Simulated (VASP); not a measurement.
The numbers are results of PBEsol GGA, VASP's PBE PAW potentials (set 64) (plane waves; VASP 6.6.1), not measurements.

The input files of a VASP run:

File POSCAR:
```
HfB
1
    3.3670000000     0.0000000000     0.0000000000
    0.0000000000     3.3670000000     0.0000000000
    0.0000000000     0.0000000000     3.3670000000
Hf B
1 1
Direct
  0.0000000000   0.0000000000   0.0000000000
  0.5000000000   0.5000000000   0.5000000000
```

**KPOINTS**
```
Automatic
0
Gamma
10 10 10
```

**INCAR**
```
! general
SYSTEM   =  HfB
PREC     =  Accurate
ENCUT    =  520
LREAL    =  F
LASPH    =  T

! electronic loop
EDIFF    =  1E-6
NELM     =  100
ALGO     =  Normal
LMAXMIX  =  6

! smearing
ISMEAR   =  1
SIGMA    =  0.1

! functional
GGA      =  PS

! ions
IBRION   =  2
NSW      =  60
ISIF     =  3
EDIFFG   =  -0.01

! output
LWAVE    =  F
LCHARG   =  F
```

POTCAR, in this order: Hf_pv B (PBE.64 set). Program: vasp_std.

Energy and stress use the plane-wave basis of the starting cell. Unless said otherwise, spin-orbit coupling is left out, though it shifts the bands of the heavy elements here.

### Question
Predict the energy per atom (σ→0), volume per atom, band gap (on the k-mesh).

### Answer

- energy per atom (σ→0): -8656 meV/atom
- band gap (on the k-mesh): none (metal, semimetal or under 0.01 eV)
- volume per atom: 13.04 Å³/atom

File OSZICAR:
```
...
       N       E                     dE             d eps       ncg     rms          rms(c)
DAV:   1    -0.173135204812E+02   -0.26216E-02   -0.50047E-02  1120   0.225E+00    0.467E-01
DAV:   2    -0.173119287344E+02    0.15917E-02   -0.36136E-03  1176   0.552E-01    0.283E-01
DAV:   3    -0.173115934121E+02    0.33532E-03   -0.42617E-04  1216   0.191E-01    0.207E-01
DAV:   4    -0.173115033727E+02    0.90039E-04   -0.19569E-04  1184   0.131E-01    0.924E-02
DAV:   5    -0.173115046649E+02   -0.12922E-05   -0.48365E-06  1424   0.200E-02    0.211E-02
DAV:   6    -0.173115050984E+02   -0.43350E-06   -0.50097E-07   570   0.421E-03
   7 F= -.17311505E+02 E0= -.17311194E+02  d E =-.754515E-03
```

The structure was generated: HfB was put into the CsCl type type (Pm-3m), which need not be its known phase. This run relaxes it. Symmetry was kept, so distortions that lower it aren't found. The electron count is odd and the run is not spin-polarised, which forces a metal.
